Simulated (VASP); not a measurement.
Output of a VASP run:

**OSZICAR**
```
       N       E                     dE             d eps       ncg     rms          rms(c)
DAV:   1    -0.596467155978E+00   -0.59647E+00   -0.12646E+03   918   0.464E+02
DAV:   2    -0.327327444010E+01   -0.26768E+01   -0.23911E+01  1230   0.274E+01
DAV:   3    -0.329562613644E+01   -0.22352E-01   -0.22001E-01  1284   0.306E+00
DAV:   4    -0.329569285816E+01   -0.66722E-04   -0.66691E-04  1230   0.138E-01
DAV:   5    -0.329569329000E+01   -0.43184E-06   -0.43164E-06  1332   0.880E-03    0.103E+00
DAV:   6    -0.327900741706E+01    0.16686E-01   -0.18630E-03  1146   0.443E-01    0.654E-01
DAV:   7    -0.326200155347E+01    0.17006E-01   -0.10227E-02  1014   0.779E-01    0.375E-02
DAV:   8    -0.326200257915E+01   -0.10257E-05   -0.40895E-05  1266   0.652E-02    0.118E-02
DAV:   9    -0.326199122410E+01    0.11355E-04   -0.59492E-06  1266   0.159E-02    0.619E-04
DAV:  10    -0.326199112910E+01    0.95001E-07   -0.24585E-08   816   0.143E-03
   1 F= -.32619911E+01 E0= -.32616834E+01  d E =-.326199E+01
       N       E                     dE             d eps       ncg     rms          rms(c)
DAV:   1    -0.326806283911E+01   -0.60716E-02   -0.22335E-02  1212   0.950E-01    0.480E-02
DAV:   2    -0.326799139378E+01    0.71445E-04   -0.88585E-05  1068   0.726E-02    0.299E-02
DAV:   3    -0.326794105120E+01    0.50343E-04   -0.26980E-05  1158   0.350E-02    0.160E-03
DAV:   4    -0.326794088621E+01    0.16498E-06   -0.19391E-07   720   0.320E-03
   2 F= -.32679409E+01 E0= -.32678761E+01  d E =-.594976E-02
       N       E                     dE             d eps       ncg     rms          rms(c)
DAV:   1    -0.326849271390E+01   -0.55166E-03   -0.31319E-03  1212   0.358E-01    0.169E-02
DAV:   2    -0.326848415349E+01    0.85604E-05   -0.11708E-05  1062   0.267E-02    0.105E-02
DAV:   3    -0.326847851696E+01    0.56365E-05   -0.27871E-06  1140   0.122E-02    0.534E-04
DAV:   4    -0.326847847469E+01    0.42269E-07   -0.17180E-08   564   0.993E-04
   3 F= -.32684785E+01 E0= -.32684768E+01  d E =-.648735E-02
       N       E                     dE             d eps       ncg     rms          rms(c)
DAV:   1    -0.326847861695E+01   -0.99994E-07   -0.16616E-05  1236   0.261E-02    0.124E-03
DAV:   2    -0.326847861504E+01    0.19180E-08   -0.59537E-08   576   0.193E-03
   4 F= -.32684786E+01 E0= -.32684798E+01  d E =-.648749E-02
       N       E                     dE             d eps       ncg     rms          rms(c)
DAV:   1    -0.326867835707E+01   -0.19974E-03   -0.70857E-04  1248   0.146E-01    0.828E-03
DAV:   2    -0.326867619024E+01    0.21668E-05   -0.42126E-06  1008   0.154E-02    0.494E-03
DAV:   3    -0.326867480620E+01    0.13840E-05   -0.19955E-06   858   0.682E-03    0.184E-04
DAV:   4    -0.326867480661E+01   -0.40775E-09   -0.29962E-08   522   0.138E-03
   5 F= -.32686748E+01 E0= -.32687284E+01  d E =-.196192E-03
       N       E                     dE             d eps       ncg     rms          rms(c)
DAV:   1    -0.326874642730E+01   -0.71621E-04   -0.54020E-04  1248   0.128E-01    0.877E-03
DAV:   2    -0.326874392008E+01    0.25072E-05   -0.35036E-06  1008   0.138E-02    0.521E-03
DAV:   3    -0.326874240203E+01    0.15180E-05   -0.21384E-06   858   0.703E-03    0.155E-04
DAV:   4    -0.326874240505E+01   -0.30145E-08   -0.29762E-08   516   0.139E-03
   6 F= -.32687424E+01 E0= -.32688258E+01  d E =-.263790E-03
```

OUTCAR:
```
------------------------ aborting loop because EDIFF is reached ----------------------------------------
  FORCE on cell =-STRESS in cart. coord.  units (eV):
  Direction    XX          YY          ZZ          XY          YZ          ZX
  --------------------------------------------------------------------------------------
  Total        0.0116363      0.0116363     -0.0004761     -0.0000000     -0.0000000      0.0000000
  in kB        0.4136850      0.4136852     -0.0169268     -0.0000000     -0.0000000      0.0000000
  external PRESSURE =       0.2701478 kB  Pullay stress =       0.0000000 kB
  volume of cell :       45.07
      direct lattice vectors                 reciprocal lattice vectors
     1.596924942 -2.765955582  0.000000000     0.313101754 -0.180769353 -0.000000000
     1.596924942  2.765955582 -0.000000000     0.313101754  0.180769353 -0.000000000
     0.000000000 -0.000000000  5.101484903     0.000000000  0.000000000  0.196021358
 POSITION                                       TOTAL-FORCE (eV/Angst)
 -----------------------------------------------------------------------------------
      1.59692      0.92199      1.27537        -0.000000     -0.000000      0.000000
      1.59692     -0.92199      3.82611         0.000000      0.000000      0.000000
 -----------------------------------------------------------------------------------
    total drift:                                0.000001     -0.000006      0.000001
  FREE ENERGIE OF THE ION-ELECTRON SYSTEM (eV)
  ---------------------------------------------------
  free  energy   TOTEN  =        -3.2687424050 eV

  energy  without entropy=       -3.2689925874  energy(sigma->0) =       -3.26882580

 reached required accuracy - stopping structural energy minimisation
```
(Selected blocks of OUTCAR.)

### POSCAR
```
Mg
1
    1.6050000000    -2.7799420000     0.0000000000
    1.6050000000     2.7799420000     0.0000000000
    0.0000000000     0.0000000000     5.2100000000
Mg
2
Direct
  0.3333330000   0.6666670000   0.2500000000
  0.6666670000   0.3333330000   0.7500000000
```

### Question
Reconstruct the remaining input files.

### Answer
Several could match; the one computed here: the input of the run itself, AM05 GGA, plane waves, VASP's PBE PAW potentials (set 64).

### KPOINTS
```
K-points
0
G
  12 12 7
```

INCAR:
```
# general
SYSTEM  =  Mg
PREC    =  Accurate
ENCUT   =  520
LREAL   =  .FALSE.
LASPH   =  .TRUE.

# electronic loop
EDIFF   =  1E-6
NELM    =  100
ALGO    =  Normal

# smearing
ISMEAR  =  1
SIGMA   =  0.1

# functional
GGA     =  AM

# ions
IBRION  =  2
NSW     =  60
ISIF    =  3
EDIFFG  =  -0.01

# output
LWAVE   =  .FALSE.
LCHARG  =  .FALSE.
```

POTCAR, in this order: Mg (PBE.64 set). Program: vasp_std.

Energy and stress use the plane-wave basis of the starting cell.

The compound is Mg in the hcp structure. This run relaxes it. Symmetry was kept, so distortions that lower it aren't found.
